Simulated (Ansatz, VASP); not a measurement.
# Be72H143 (V_H1): VASP beside Ansatz, part 2 of 2

Wanted: the spread between two codes on one cell, functional and k mesh. The cell is taken from a series of runs on this material, whose earlier steps may have relaxed, scaled, displaced or heated it; both programs get it as it stands.

VASP 6.6.1 and Ansatz 0.2.0.

So far: The starting structure; Ansatz: single point, PBEsol.

## Step 3: VASP: single point, PBEsol

Level of this step: PBEsol, spin-polarised from a ferromagnetic start; plane waves and PAW (Be, H) (VASP).

The same cell, functional, mesh and smearing now go to VASP, with its own data sets.

Lines of VASP's logs that name or quote its potential files are left out, and so is its time.

Contents of INCAR:

```
SYSTEM = Be72H143
PREC = Accurate
ENCUT = 520
EDIFF = 1E-06
NELM = 200
ISMEAR = -1
SIGMA = 0.01
LREAL = Auto
ALGO = Normal
GGA = PS
NBANDS = 294
ISPIN = 2
MAGMOM = 0 0 0 0 0 0 0 0 0 0 0 0 0 0 0 0 0 0 0 -0 0 0 0 0 0.01 -0 0.02 -0 0 0 0 -0 0 0 -0 -0 0.02 0 0 -0 0 0 0 0 0 0 0 0 0 0 0 0 -0 0 0 0 0 0 -0 0 0 0 0 0 0 0 0 0 0 0 -0 0 -0 -0 0 0 0 -0 0 0 0 0 0 -0 -0 0 0 -0 0 -0 -0 -0 0 -0 -0 0 0 0 0 0 -0 -0 0 0 0 0 -0 0 0 0 0 0 0 0 -0 0 0 -0 -0 0 0 0 -0 0 0 -0 -0 0 -0 -0 0 0 -0 0 0 -0 0 0 -0 -0 -0 0 0 0 -0 -0 0 0 0 -0 0 -0 0 0 -0 0 0 0 0 0 0 -0 0 -0 -0 -0 -0 -0 0 0 -0 -0 0 -0 -0 0 0 -0 -0 0 -0 -0 -0 0 -0 -0 0 0 -0 0 -0 -0 0 -0 0 -0 0 -0 -0 0 0 0 0 0 -0 0 -0 0 0 0 -0 0 -0 0 0
LORBIT = 11
LWAVE = .FALSE.
LCHARG = .FALSE.
ISIF = 2
NUPDOWN = 1
LASPH = .TRUE.
GGA_COMPAT = .FALSE.
```

Contents of POSCAR:

```
Be72H143
1.0
   11.9799784523      0.0000000000      0.0000000000
    3.9933261508     -8.7573595481      7.5377721599
    3.9933261508     -8.7573595481     -7.5377721599
Be H
72 143
Direct
    0.1692555782      0.1230815308      0.3737962379
    0.1671625624      0.3740495168      0.1251924848
[... 24 atom lines left out ...]
    0.5943844714      0.3668726566      0.4212380611
[... 1 atom line left out ...]
    0.4771422670      0.3423437573      0.3295487486
[... 2 atom lines left out ...]
    0.4991168954      0.3718833170      0.6236482206
[... 4 atom lines left out ...]
    0.4584981953      0.6704252171      0.3746325303
[... 2 atom lines left out ...]
    0.5170827099      0.6669919006      0.1657861545
    0.4949320435      0.8399222403      0.3316364632
[... 4 atom lines left out ...]
    0.5167324114      0.6664091683      0.6647827414
[... 1 atom line left out ...]
    0.4034014001      0.5858307576      0.5842587332
[... 1 atom line left out ...]
    0.8349462060      0.3743207918      0.1238699582
    0.9278864271      0.4161255981      0.4154314162
[... 1 atom line left out ...]
    0.8189657279      0.3341779314      0.3320045776
[... 7 atom lines left out ...]
    0.8323105564      0.6249718295      0.3744054342
[... 2 atom lines left out ...]
    0.8497799907      0.6658541480      0.1658266075
[... 1 atom line left out ...]
    0.7383663792      0.5835559551      0.0839710112
[... 5 atom lines left out ...]
    0.7377691783      0.5835477545      0.5834955701
[... 33 atom lines left out ...]
    0.2758343107      0.5315681748      0.3780470710
[... 14 atom lines left out ...]
    0.5509341201      0.3670956901      0.2143892332
    0.5494274599      0.2303631262      0.3814953076
[... 3 atom lines left out ...]
    0.4850743948      0.4196788514      0.3970159369
[... 6 atom lines left out ...]
    0.5497609697      0.3721530441      0.7144486873
[... 1 atom line left out ...]
    0.3944866465      0.4677836086      0.6090330315
    0.6109313503      0.3646299552      0.5286819257
[... 6 atom lines left out ...]
    0.4465714910      0.2798629127      0.6301362231
[... 1 atom line left out ...]
    0.5546976738      0.8742784091      0.2137854861
    0.5502318602      0.7191034858      0.3712631110
[... 2 atom lines left out ...]
    0.6407763384      0.6583119220      0.1608316467
[... 1 atom line left out ...]
    0.3683440901      0.8310547159      0.3463664425
    0.5185192170      0.5896471420      0.0932730697
    0.3771497929      0.6327982970      0.4725091700
    0.4506936189      0.7832166866      0.1284929640
    0.4517747760      0.6276631319      0.2832422656
[... 4 atom lines left out ...]
    0.6403132363      0.6599335036      0.6584904387
[... 2 atom lines left out ...]
    0.5199041853      0.5920756183      0.5870565702
[... 4 atom lines left out ...]
    0.8868299271      0.3701020722      0.2160085425
    0.8834344481      0.2181230223      0.3719084266
    0.7245655158      0.4670452323      0.1214490331
[... 2 atom lines left out ...]
    0.8123156874      0.4109040764      0.4078281753
    0.6960487157      0.3497116250      0.3272775714
[... 7 atom lines left out ...]
    0.7224834790      0.4675561407      0.6214859445
[... 7 atom lines left out ...]
    0.7830332082      0.2817141610      0.6277983206
[... 7 atom lines left out ...]
    0.6916170268      0.8446831455      0.3389185538
    0.8535586321      0.5900258767      0.0903560156
    0.7225354387      0.6206960625      0.4673502536
    0.9426823678      0.5322320243      0.3768381667
[... 1 atom line left out ...]
    0.7810210636      0.6296723180      0.2819823203
[... 11 atom lines left out ...]
    0.7821390010      0.6282890286      0.7823248702
```

Contents of KPOINTS:

```
Automatic mesh
0
Gamma
1 1 1
0 0 0
```

PAW data sets: Be and H (PBE family, release 64).

Launch:

```bash
$ export OMP_NUM_THREADS=3
$ mpirun -np 1 vasp_gam
```

Numbers of over 12 decimals in the logs are rounded to 6 here.

Log:

```text
[banner, memory and clock lines left out]
running    1 mpi-ranks, on    1 nodes
[...]
Offloading initialized ...    1 GPUs detected
[...]
|                                                                             |
|               ----> ADVICE to this user running VASP <----                  |
|                                                                             |
|     You enforced a specific xc type in the INCAR file but a different       |
|     [... a line on the potential file left out ...]
|     I HOPE YOU KNOW WHAT YOU ARE DOING!                                     |
|                                                                             |

 LDA part: xc-table for (Slater+PW92), standard interpolation
 POSCAR, INCAR and KPOINTS ok, starting setup
[...]
entering main loop
       N       E                     dE             d eps       ncg     rms          rms(c)
DAV:   1     0.990032204972E+03    0.99003E+03   -0.11919E+05  1176   0.859E+02
DAV:   2    -0.587382644038E+03   -0.15774E+04   -0.12608E+04  1696   0.181E+02
DAV:   3    -0.797253618744E+03   -0.20987E+03   -0.20571E+03  1488   0.582E+01
DAV:   4    -0.801620183023E+03   -0.43666E+01   -0.43547E+01  1512   0.892E+00
[...]
DAV:  14    -0.763359084702E+03   -0.85633E-05   -0.10506E-05  1344   0.569E-03    0.774E-03
DAV:  15    -0.763359087856E+03   -0.31540E-05   -0.50946E-06  1344   0.350E-03    0.292E-03
DAV:  16    -0.763359088390E+03   -0.53451E-06   -0.88524E-07   992   0.158E-03
   1 F= -.76335909E+03 E0= -.76335909E+03  d E =-.401302E-12  mag=     1.0000
```

From OUTCAR (step 3):

```text
 magnetization (x)
# of ion       s       p       d       tot
------------------------------------------
    1        0.001   0.004   0.000   0.005
    2       -0.000   0.000   0.000   0.000
    3        0.000   0.002   0.000   0.002
    4       -0.000   0.000   0.000   0.000
    5        0.000   0.001   0.000   0.001
    6       -0.000   0.000   0.000   0.000
[...]
213       -0.000   0.000   0.000  -0.000
  214       -0.000   0.000   0.000  -0.000
  215        0.000   0.000   0.000   0.000
--------------------------------------------------
tot          0.031   0.321   0.000   0.352
```

The run ends at a pressure of 0.29 GPa, with forces up to 0.83 eV/Å.

## Step 4: Side by side

Known differences besides the potentials themselves: VASP starts from the moments at which Ansatz ended; the cutoff is 420 eV in Ansatz and 520 eV in VASP (PREC = Accurate, projectors in real space); Ansatz makes its cores anew for this functional, VASP keeps those of its PBE data sets; site moments are counted in spheres of each program's own size. Total energies have different zeros and are not compared.

The two programs side by side:

```csv
quantity,Ansatz,VASP,difference
"total moment, fixed by the input (μB)",1.00,1.00,0.00
moment on Be27 (μB),0.02,0.12,-0.10
moment on Be37 (μB),0.02,0.09,-0.07
```

Forces on 9 of the 215 atoms, those with the largest forces and the largest differences (eV/Å; atoms numbered as in POSCAR):

```csv
atom,"Ansatz x, y, z","VASP x, y, z"
Be27,"0.483, -0.397, 0.107","0.487, -0.401, 0.105"
Be29,"0.156, 0.201, -0.559","0.149, 0.203, -0.558"
Be37,"0.339, 0.237, -0.267","0.340, 0.237, -0.270"
Be41,"-0.470, -0.106, -0.013","-0.467, -0.110, -0.009"
H112,"-0.022, -0.050, -0.037","-0.010, -0.050, -0.041"
H126,"-0.622, -0.237, 0.482","-0.629, -0.248, 0.487"
H146,"0.339, -0.037, 0.046","0.352, -0.035, 0.040"
H153,"-0.381, -0.319, -0.274","-0.391, -0.319, -0.274"
H174,"0.281, 0.341, 0.152","0.279, 0.348, 0.158"
```

The forces differ by 5.6 meV/Å r.m.s., which is 7.0 % of the r.m.s. force of 0.080 eV/Å (both taken over all components).

## Step 5: Results

| Quantity | Value |
| --- | --- |
| r.m.s. force difference (single point, PBEsol) | 5.6 meV/Å |

**Reading.** The r.m.s. force difference is 5.6 meV/Å (single point, PBEsol), within the 12 meV/Å picked in this series as the mark of a large difference. How closely two codes agree says nothing of how well the functional describes the real material.

[Lines on the potential files, build, host, timing and source positions are cut from VASP's logs without a mark.]

[Logs are printed without paths, hosts, clocks, repeated set-up lines and the standing remarks that a program may print on its own settings, such as how far it seeks lower states.]

[Hosts, paths, dates, database ids (printed as entryN), source tags and the programs' standing remarks are cut or masked in the printed files.]
